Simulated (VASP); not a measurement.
## Ba4Si: changing the strain (εzz = s)

```
CELL_PARAMETERS angstrom
-3.96351 3.96351 3.96351
3.96351 -3.96351 3.96351
3.96351 3.96351 -3.96351
ATOMIC_POSITIONS crystal
Ba 0.50000 0.50000 0.50000
Ba 0.50000 0.00000 0.00000
Ba 0.00000 0.00000 0.50000
Ba 0.00000 0.50000 0.00000
Si 0.00000 0.00000 0.00000
```

The cell comes from a database or a generator and needn't be the stable form of this composition.

Kept alike: task relaxation of the atoms; functional PBE; k mesh 4 × 4 × 4; occupations fermi-dirac, width 0.05 eV; no spin polarisation. Program: VASP, PBE PAW files Ba_sv, Si, 520 eV. The mesh is that of the run's cell of 5 atoms. No spin-orbit coupling.

```csv
s,free energy over the lowest row (meV/atom)
-0.04,12.50
-0.02,3.48
-0.01,1.08
0,0.00
0.01,0.18
0.02,1.53
0.04,7.44
```

The cell shown is the unstrained one; x, y and z are its Cartesian axes. For a metal such a mesh leaves the last digits unconverged.

**Question.** What does the strain (εzz = s) change here?

**Answer.** The free energy is lowest at 0, and 12.50 meV an atom higher at -0.04.
